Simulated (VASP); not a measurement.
Output of a VASP run:

File OSZICAR:
```
       N       E                     dE             d eps       ncg     rms          rms(c)
DAV:   1     0.100856669553E+03    0.10086E+03   -0.74076E+03   778   0.129E+03
DAV:   2     0.527646076975E+01   -0.95580E+02   -0.90227E+02   895   0.288E+02
DAV:   3    -0.313661883179E+01   -0.84131E+01   -0.83650E+01   929   0.845E+01
DAV:   4    -0.331591479659E+01   -0.17930E+00   -0.17908E+00   897   0.132E+01
DAV:   5    -0.331984160782E+01   -0.39268E-02   -0.39266E-02   971   0.193E+00    0.207E+00
DAV:   6    -0.310941311740E+01    0.21043E+00   -0.43737E-01   884   0.420E+00    0.143E+00
DAV:   7    -0.309542161823E+01    0.13991E-01   -0.90805E-02   915   0.204E+00    0.102E+00
DAV:   8    -0.309893826063E+01   -0.35166E-02   -0.72033E-03   806   0.109E+00    0.246E-01
DAV:   9    -0.309885003867E+01    0.88222E-04   -0.26678E-04   961   0.161E-01    0.102E-01
DAV:  10    -0.309891977001E+01   -0.69731E-04   -0.14684E-04   791   0.129E-01    0.194E-02
DAV:  11    -0.309891711011E+01    0.26599E-05   -0.11995E-05   914   0.412E-02    0.337E-03
DAV:  12    -0.309891746032E+01   -0.35022E-06   -0.57580E-07   830   0.102E-02    0.116E-03
DAV:  13    -0.309891760718E+01   -0.14685E-06   -0.10545E-07   830   0.285E-03    0.171E-03
DAV:  14    -0.309891759836E+01    0.88196E-08   -0.11061E-08   445   0.750E-04
   1 F= -.30989176E+01 E0= -.30989176E+01  d E =0.000000E+00
```

OUTCAR:
```
------------------------ aborting loop because EDIFF is reached ----------------------------------------
  FORCE on cell =-STRESS in cart. coord.  units (eV):
  Direction    XX          YY          ZZ          XY          YZ          ZX
  --------------------------------------------------------------------------------------
  Total       -0.0216626     -0.0216626     -0.0216626     -0.0000000      0.0000000     -0.0000000
  in kB       -0.7874668     -0.7874668     -0.7874668     -0.0000000      0.0000000     -0.0000000
  external PRESSURE =      -0.7874668 kB  Pullay stress =       0.0000000 kB
  volume of cell :       44.07
      direct lattice vectors                 reciprocal lattice vectors
     0.000000000  2.803621577  2.803621577    -0.178340759  0.178340759  0.178340759
     2.803621577  0.000000000  2.803621577     0.178340759 -0.178340759  0.178340759
     2.803621577  2.803621577  0.000000000     0.178340759  0.178340759 -0.178340759
  FREE ENERGIE OF THE ION-ELECTRON SYSTEM (eV)
  ---------------------------------------------------
  free  energy   TOTEN  =        -3.0989175984 eV

  energy  without entropy=       -3.0989175984  energy(sigma->0) =       -3.09891760

 total charge

# of ion       s       p       d       tot
------------------------------------------
    1        0.044   5.981   0.000   6.025
    2        1.600   3.582   0.000   5.183
--------------------------------------------------
tot          1.644   9.564   0.000  11.208
```
(Selected blocks of OUTCAR.)

**POSCAR**
```
NaCl
1
    0.0000000000     2.8036215773     2.8036215773
    2.8036215773     0.0000000000     2.8036215773
    2.8036215773     2.8036215773    -0.0000000000
Na Cl
1 1
Direct
  0.0000000000   0.0000000000   0.0000000000
  0.5000000000   0.5000000000   0.5000000000
```

Problem. Write an INCAR and KPOINTS that could have produced this output.

Solution. Several could match; the one computed here: the input of the run itself, optB88-vdW, plane waves, VASP's PBE PAW potentials (set 64).

File KPOINTS:
```
Automatic mesh
0
Gamma
9 9 9
0 0 0
```

### INCAR
```
! general
SYSTEM  =NaCl
PREC    =Accurate
ENCUT   =520
LREAL   =.False.
LASPH   =.True.

! electronic loop
EDIFF   =1E-7
NELM    =100
ALGO    =Normal

! smearing
ISMEAR  =-5

! functional
GGA     =BO
LUSE_VDW=.True.
AGGAC   =0.0
PARAM1  =0.1833333333
PARAM2  =0.22

! ions
ISIF    =2

! output
LWAVE   =.False.
LCHARG  =.True.
LORBIT  =11
NEDOS   =601
```

POTCAR, in this order: Na_pv Cl (PBE.64 set). Program: vasp_std.

The compound is NaCl in the rock salt structure. It was relaxed first.
